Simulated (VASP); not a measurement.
All values below come from RPBE GGA, VASP's PBE PAW potentials (set 64) (plane waves; VASP).

VASP input:

KPOINTS:
```
Automatic mesh
0
Gamma
14 14 7
0 0 0
```

### POSCAR
```
Zn
1
    1.3581199326    -2.3523331790    -0.0000000000
    1.3581199326     2.3523331790    -0.0000000000
    0.0000000000    -0.0000000000     4.9411086517
Zn
2
Direct
  0.3333330000   0.6666670000   0.2500000000
  0.6666670000   0.3333330000   0.7500000000
```

**INCAR**
```
ALGO=Normal
EDIFF=1E-6
EDIFFG=-0.01
ENCUT=520
GGA=RP
IBRION=2
ISIF=3
ISMEAR=1
LASPH=.TRUE.
LCHARG=.FALSE.
LMAXMIX=4
LREAL=.FALSE.
LWAVE=.FALSE.
NELM=100
NSW=60
PREC=Accurate
SIGMA=0.1
SYSTEM=Zn
```

POTCAR, in this order: Zn (PBE.64 set). Program: vasp_std.

The run wrote:

File OSZICAR:
```
       N       E                     dE             d eps       ncg     rms          rms(c)
DAV:   1     0.961532404174E+02    0.96153E+02   -0.12836E+04  3112   0.235E+03
DAV:   2     0.999295300781E+00   -0.95154E+02   -0.94129E+02  3136   0.302E+02
DAV:   3    -0.160688159818E+01   -0.26062E+01   -0.26025E+01  3744   0.608E+01
DAV:   4    -0.161443276968E+01   -0.75512E-02   -0.75508E-02  3760   0.334E+00
DAV:   5    -0.161444431572E+01   -0.11546E-04   -0.11546E-04  3632   0.108E-01    0.367E+00
DAV:   6    -0.148183659042E+01    0.13261E+00   -0.70441E-01  3208   0.184E+01    0.287E+00
DAV:   7    -0.147983374713E+01    0.20028E-02   -0.19964E-02  3544   0.248E+00    0.146E+00
DAV:   8    -0.147870598236E+01    0.11278E-02   -0.22454E-03  3616   0.789E-01    0.498E-02
DAV:   9    -0.147876047083E+01   -0.54488E-04   -0.26237E-04  4272   0.230E-01    0.292E-02
DAV:  10    -0.147876354041E+01   -0.30696E-05   -0.21158E-05  3504   0.694E-02    0.367E-03
DAV:  11    -0.147876313894E+01    0.40148E-06   -0.16343E-07  2312   0.433E-03
   1 F= -.14787631E+01 E0= -.14788666E+01  d E =-.147876E+01
```

**OUTCAR**
```
------------------------ aborting loop because EDIFF is reached ----------------------------------------
  FORCE on cell =-STRESS in cart. coord.  units (eV):
  Direction    XX          YY          ZZ          XY          YZ          ZX
  --------------------------------------------------------------------------------------
  Total        0.0112774      0.0112774      0.0015219      0.0000000      0.0000000     -0.0000000
  in kB        0.5723052      0.5723054      0.0772321      0.0000000      0.0000000     -0.0000000
  external PRESSURE =       0.4072809 kB  Pullay stress =       0.0000000 kB
  volume of cell :       31.57
      direct lattice vectors                 reciprocal lattice vectors
     1.358119933 -2.352333179  0.000000000     0.368155999 -0.212554924  0.000000000
     1.358119933  2.352333179  0.000000000     0.368155999  0.212554924  0.000000000
     0.000000000  0.000000000  4.941108652     0.000000000  0.000000000  0.202383730
 POSITION                                       TOTAL-FORCE (eV/Angst)
 -----------------------------------------------------------------------------------
      1.35812      0.78411      1.23528        -0.000000      0.000000      0.000000
      1.35812     -0.78411      3.70583         0.000000     -0.000000      0.000000
 -----------------------------------------------------------------------------------
    total drift:                                0.000000      0.000079      0.000003
  FREE ENERGIE OF THE ION-ELECTRON SYSTEM (eV)
  ---------------------------------------------------
  free  energy   TOTEN  =        -1.4787631389 eV

  energy  without entropy=       -1.4790734993  energy(sigma->0) =       -1.47886659

 reached required accuracy - stopping structural energy minimisation
```
(Selected blocks of OUTCAR.)

The compound is Zn in the hcp structure. It was relaxed first. The start is the result of an earlier pass.
